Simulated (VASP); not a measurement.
VASP input:

POSCAR:
```
Sr
1
    0.0000000000     2.8365434712     2.8365434712
    2.8365434712     0.0000000000     2.8365434712
    2.8365434712     2.8365434712     0.0000000000
Sr
1
Direct
  0.0000000000   0.0000000000   0.0000000000
```

**KPOINTS**
```
Automatic mesh
0
G
8 8 8
0 0 0
```

INCAR:
```
ISMEAR=0   # Gaussian
LCHARG=.FALSE.
LMAXMIX=4   # l cut-off of mixed one-centre charges
EDIFF=1E-7   # SCF stop (eV)
LWAVE=.FALSE.
ENCUT=480   # plane-wave cut-off (eV)
LASPH=.TRUE.   # aspherical one-centre terms
ISIF=2   # forces and stress, cell fixed
LREAL=.FALSE.   # projection in real space or not
ALGO=Normal
PREC=Accurate
NELM=100   # most electronic steps
GGA=PS   # PBEsol
SYSTEM=Sr
SIGMA=0.05   # width (eV)
```

POTCAR, in this order: Sr_sv (PBE.64 set). Program: vasp_std.

Translate this PBEsol calculation to Quantum ESPRESSO's pw.x.

One equivalent input (not run):
```
&CONTROL
  calculation = 'scf'
  pseudo_dir = './pseudo'
  outdir = './out'
  tprnfor = .true.
  tstress = .true.
/
&SYSTEM
  ibrav = 0
  nat = 1
  ntyp = 1
  ecutwfc = 68
  occupations = 'smearing'
  smearing = 'gaussian'
  degauss = 0.003675
  input_dft = 'pbesol'
/
&ELECTRONS
  conv_thr = 7.3e-09
  electron_maxstep = 100
/
ATOMIC_SPECIES
  Sr 87.620 Sr.upf
CELL_PARAMETERS angstrom
     0.0000000    2.8365435    2.8365435
     2.8365435    0.0000000    2.8365435
     2.8365435    2.8365435    0.0000000
ATOMIC_POSITIONS crystal
  Sr   0.0000000  0.0000000  0.0000000
K_POINTS automatic
  8 8 8 0 0 0
```
The two are equivalent in intent, not identical: the potentials are each code's own (VASP's PAW set, PseudoDojo norm-conserving files in pw.x), so ENCUT and ecutwfc are chosen apart and not converted; conv_thr bounds pw.x's estimated SCF error, while EDIFF bounds the energy change between steps.

The compound is Sr in the fcc structure. This cell was strained or had an atom moved on purpose.
